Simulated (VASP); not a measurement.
Wanted: the native input for a VASP 6.6.1 run.

```
Task                   : single point
Functional             : LDA
Potentials or basis    : VASP PAW LDA potentials, release 64 (Br, Te, Na_pv)
Cutoff                 : 520 eV
k mesh                 : 6 × 6 × 6
Occupations            : gaussian, width 0.02 eV
Spin                   : no spin polarisation
Dipole correction      : no
Further INCAR settings : ALGO = Normal; EDIFF = 1e-06; NBANDS = 25
```

The structure of Na3TeBr lies in POSCAR:

```
Na3TeBr
1.0
    5.5917000000      0.0000000000      0.0000000000
    0.0000000000      5.5917000000      0.0000000000
    0.0000000000      0.0000000000      5.5917000000
Br Te Na
1 1 3
Direct
    0.0000000000      0.0000000000      0.0000000000
    0.5000000000      0.5000000000      0.5000000000
    0.5000000000      0.5000000000      0.0000000000
    0.5000000000      0.0000000000      0.5000000000
    0.0000000000      0.5000000000      0.5000000000
```

The cell comes from a database or a generator and needn't be the stable form of this composition.

These files were run (other wordings do the same):

INCAR

```
SYSTEM = Na3TeBr
ALGO = Normal
EDIFF = 1E-6
ENCUT = 520
GGA = CA
ISIF = 2
ISMEAR = 0
LASPH = .True.
LCHARG = .False.
LREAL = .False.
LWAVE = .False.
NBANDS = 25
NELM = 100
PREC = Accurate
SIGMA = 0.02
```

KPOINTS

```
k-points
0
Gamma
  6 6 6
  0 0 0
```

Potentials or basis: VASP PAW LDA potentials, release 64 (Br, Te, Na_pv).

The run is started by

```console
$ cat potpaw_LDA.64/Br/POTCAR potpaw_LDA.64/Te/POTCAR potpaw_LDA.64/Na_pv/POTCAR > POTCAR
$ mpirun -np 1 vasp_std > vasp.out
```

It gave:

| Property | Result |
| --- | --- |
| Pressure | 0.5 GPa |
| Band gap on the k mesh | 2.31 eV, direct |

Caveat: spin-orbit coupling is left out, which moves the levels of the heavy elements.

Wall time 56 s on 1 thread of Intel(R) Xeon(R) Platinum 8259CL CPU @ 2.50GHz (Skylake/Cascade Lake), on a shared host, peak memory 0.25 GiB.
